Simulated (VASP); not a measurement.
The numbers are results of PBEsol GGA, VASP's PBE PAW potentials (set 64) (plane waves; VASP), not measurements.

The input files of a VASP run:

**INCAR**
```
ALGO = Normal
DIPOL = 0.5 0.5 0.5
EDIFF = 1E-6
ENCUT = 400
GGA = PS
IDIPOL = 3
ISMEAR = 0
LASPH = T
LCHARG = F
LDIPOL = T
LMAXMIX = 4
LORBIT = 11
LREAL = F
LVHAR = T
LWAVE = F
NELM = 100
NELMIN = 4
PREC = Normal
SIGMA = 0.05
SYSTEM = RbCl(110) slab
```

### POSCAR
```
RbCl(110) slab
48.3432560
  0.0957141028   0.0000000000   0.0000000000
  0.0000000000   0.1353601712   0.0000000000
  0.0000000000   0.0000000000   0.5000000038
Rb Cl
4 4
Cart
  0.0000000000   0.0000000000   0.1797101763
  0.0478570514   0.0676800856   0.2245772244
  0.0000000000   0.0000000000   0.2754227795
  0.0478570514   0.0676800856   0.3202898276
  0.0478570514   0.0000000000   0.2244529836
  0.0000000000   0.0676800856   0.1791159851
  0.0478570514   0.0000000000   0.3208840188
  0.0000000000   0.0676800856   0.2755470203
```

KPOINTS:
```
Automatic mesh
0
Gamma
5 3 1
0 0 0
```

POTCAR, in this order: Rb_sv Cl (PBE.64 set). Program: vasp_std. Read from the step before: WAVECAR.

Output of the run:

**OUTCAR**
```
 ion  position               nearest neighbor table
   1  0.000  0.000  0.359-   5 3.17   5 3.17   6 3.27   6 3.27   2 4.56   2 4.56   2 4.56   2 4.56
                             3 4.63
   2  0.500  0.500  0.449-   6 3.19   6 3.19   5 3.27   5 3.27   8 3.38   8 3.38   1 4.56   1 4.56
                             1 4.56   1 4.56   4 4.63   3 4.70   3 4.70   3 4.70   3 4.70
   3  0.000  0.000  0.551-   7 3.19   7 3.19   8 3.27   8 3.27   5 3.38   5 3.38   4 4.56   4 4.56
                             4 4.56   4 4.56   1 4.63   2 4.70   2 4.70   2 4.70   2 4.70
   4  0.500  0.500  0.641-   8 3.17   8 3.17   7 3.27   7 3.27   3 4.56   3 4.56   3 4.56   3 4.56
                             2 4.63
   5  0.500  0.000  0.449-   1 3.17   1 3.17   2 3.27   2 3.27   3 3.38   3 3.38
   6  0.000  0.500  0.358-   2 3.19   2 3.19   1 3.27   1 3.27
   7  0.500  0.000  0.642-   3 3.19   3 3.19   4 3.27   4 3.27
   8  0.000  0.500  0.551-   4 3.17   4 3.17   3 3.27   3 3.27   2 3.38   2 3.38
  LATTYP: Found a simple orthorhombic cell.
 ALAT       =     4.6271313732
 B/A-ratio  =     1.4142134469
 C/A-ratio  =     5.2238906215
 Subroutine PRICEL returns:
 Original cell was already a primitive cell.
 Subroutine GETGRP returns: Found  8 space group operations
The static configuration has the point symmetry C_2v.
 The point group associated with its full space group is D_2h.
The dynamic configuration has the point symmetry C_2v.
 Subroutine INISYM returns: Found  8 space group operations
 Subroutine IBZKPT returns following result:
 Found      6 irreducible k-points:

 Following reciprocal coordinates:
            Coordinates               Weight
  0.000000  0.000000  0.000000      1.000000
  0.200000  0.000000  0.000000      2.000000
  0.400000  0.000000  0.000000      2.000000
  0.000000  0.333333  0.000000      2.000000
  0.200000  0.333333  0.000000      4.000000
  0.400000  0.333333  0.000000      4.000000
   k-points           NKPTS =      6   k-points in BZ     NKDIM =      6   number of bands    NBANDS=     38
   number of dos      NEDOS =    301   number of ions     NIONS =      8
   total plane-waves  NPLWV =  92160
   dimension x,y,z NGX =    24 NGY =   32 NGZ =  120
   dimension x,y,z NGXF=    48 NGYF=   64 NGZF=  240
...
```

OSZICAR:
```
       N       E                     dE             d eps       ncg     rms          rms(c)
DAV:   1    -0.266810493333E+02   -0.26681E+02   -0.47474E-05   522   0.266E-02    0.733E-03
DAV:   2    -0.266810476620E+02    0.16712E-05   -0.52390E-06   496   0.104E-02    0.266E-03
DAV:   3    -0.266810462575E+02    0.14045E-05   -0.18093E-06   344   0.606E-03    0.114E-03
DAV:   4    -0.266810456705E+02    0.58700E-06   -0.70577E-07   336   0.364E-03
   1 F= -.26681046E+02 E0= -.26681046E+02  d E =-.443141E-13
```

**OUTCAR**
```
------------------------ aborting loop because EDIFF is reached ----------------------------------------
  FORCE on cell =-STRESS in cart. coord.  units (eV):
  Direction    XX          YY          ZZ          XY          YZ          ZX
  --------------------------------------------------------------------------------------
  Total        0.8872292     -2.2488589     -0.4040087      0.0000000      0.0000000      0.0000000
  in kB        1.9422354     -4.9229821     -0.8844164      0.0000000      0.0000000      0.0000000
  external PRESSURE =      -1.2883877 kB  Pullay stress =       0.0000000 kB
  volume of cell :      731.89
      direct lattice vectors                 reciprocal lattice vectors
     4.627131373  0.000000000  0.000000000     0.216116622  0.000000000  0.000000000
     0.000000000  6.543751409  0.000000000     0.000000000  0.152817541  0.000000000
     0.000000000  0.000000000 24.171628185     0.000000000  0.000000000  0.041370817
 POSITION                                       TOTAL-FORCE (eV/Angst)
 -----------------------------------------------------------------------------------
      0.00000      0.00000      8.68778         0.000000      0.000000      0.014030
      2.31357      3.27188     10.85679         0.000000      0.000000      0.001307
      0.00000      0.00000     13.31483         0.000000      0.000000     -0.001307
      2.31357      3.27188     15.48385         0.000000      0.000000     -0.014030
      2.31357      0.00000     10.85079         0.000000      0.000000      0.021408
      0.00000      3.27188      8.65905         0.000000      0.000000      0.026398
      2.31357      0.00000     15.51258         0.000000      0.000000     -0.026398
      0.00000      3.27188     13.32084         0.000000      0.000000     -0.021408
 -----------------------------------------------------------------------------------
    total drift:                                0.000000     -0.000000      0.000000
  FREE ENERGIE OF THE ION-ELECTRON SYSTEM (eV)
  ---------------------------------------------------
  free  energy   TOTEN  =       -26.6810456705 eV

  energy  without entropy=      -26.6810456705  energy(sigma->0) =      -26.68104567

 total charge

# of ion       s       p       d       tot
------------------------------------------
    1        1.937   5.355   0.023   7.315
    2        1.938   5.356   0.025   7.319
    3        1.938   5.356   0.025   7.319
    4        1.937   5.355   0.023   7.315
    5        1.579   3.535   0.000   5.114
    6        1.579   3.523   0.000   5.102
    7        1.579   3.523   0.000   5.102
    8        1.579   3.535   0.000   5.114
--------------------------------------------------
tot         14.066  35.537   0.097  49.699
```
(Selected blocks of OUTCAR.)

The cell is a thin slab with vacuum, built from RbCl (rock salt): (110) face.
